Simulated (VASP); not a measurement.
The system is HPbNO4.

```
H Pb N O
1.0
     4.20407    0.00000    0.00000
     2.02172    3.83952    0.00000
     2.04686    1.27900    6.28132
H Pb N O
1 1 1 4
Direct
  0.89145 0.68202 0.62796
  0.14426 0.92872 0.88352
  0.25670 0.28861 0.30171
  0.83108 0.65056 0.78405
  0.38694 0.22380 0.11295
  0.31104 0.03576 0.45856
  0.07726 0.60633 0.32275
```

The cell was built by a generator and needn't be a form met in nature.

```yaml
Program: VASP 6.6.1
Task: relaxation of cell and atoms
Functional: rev-vdW-DF2
Potentials_or_basis: VASP PAW PBE potentials, release 64 (H, Pb_d, N, O)
Cutoff: 600 eV
k_mesh: 7 × 7 × 5
Occupations: fermi-dirac, width 0.05 eV
Spin: no spin polarisation
```

At the start: pressure -0.8 GPa; volume 14.48 Å³/atom.

Question: Where does the relaxation end?

Answer: Over 28 steps the energy falls by 5.9 meV/atom and the volume is 13.71 Å³/atom (-5.3 %); space group P1 (No. 1, to 0.05 Å).

Step by step:
```
step  energy change (eV)  largest force (eV/Å)  pressure (GPa)  volume (Å³)
   1              0.0000                0.5119           -0.75       101.39
   2              0.0119                1.0399           -3.42       100.40
   3             -0.0095                0.1634           -1.85       101.00
   4             -0.0272                0.1476           -0.79        98.58
   5             -0.0296                0.2578           -0.15        97.32
   6             -0.0270                0.5701            0.51        96.32
   7             -0.0313                0.1433            0.11        96.93
   8             -0.0331                0.1364            0.11        96.79
   9             -0.0336                0.2709            0.14        96.66
  10             -0.0342                0.2312            0.12        96.63
  11             -0.0358                0.1293            0.06        96.54
  12             -0.0369                0.1532           -0.06        96.35
  13             -0.0375                0.1062           -0.04        96.30
  14             -0.0381                0.0693            0.03        96.17
  15             -0.0384                0.0691           -0.02        96.16
  16             -0.0385                0.0987           -0.10        96.15
  17             -0.0386                0.0947           -0.10        96.14
  18             -0.0390                0.0847           -0.07        96.10
  19             -0.0396                0.0707           -0.01        96.02
  20             -0.0401                0.0856            0.09        95.86
  21             -0.0403                0.0353            0.04        95.87
  22             -0.0403                0.0488            0.03        95.87
  23             -0.0405                0.0289            0.01        95.88
  24             -0.0405                0.0523           -0.01        95.90
  25             -0.0406                0.0485            0.00        95.91
  26             -0.0408                0.0714            0.02        95.93
  27             -0.0409                0.0537            0.00        95.94
  28             -0.0410                0.0198           -0.03        95.97
```

Final structure:
```
CELL_PARAMETERS angstrom
4.11686 -0.00652 0.00465
1.97379 3.72408 -0.01570
2.00944 1.20900 6.25083
ATOMIC_POSITIONS crystal
H 0.89582 0.68149 0.61922
Pb 0.13703 0.94279 0.88464
N 0.25690 0.28538 0.30532
O 0.83354 0.65026 0.77720
O 0.39353 0.21097 0.11557
O 0.31123 0.02948 0.46459
O 0.07068 0.61543 0.32496
```

Caveat: the standard files for N, O and F lose accuracy on very short bonds; the PAW data sets were made with another functional, which shifts forces and pressure a little.
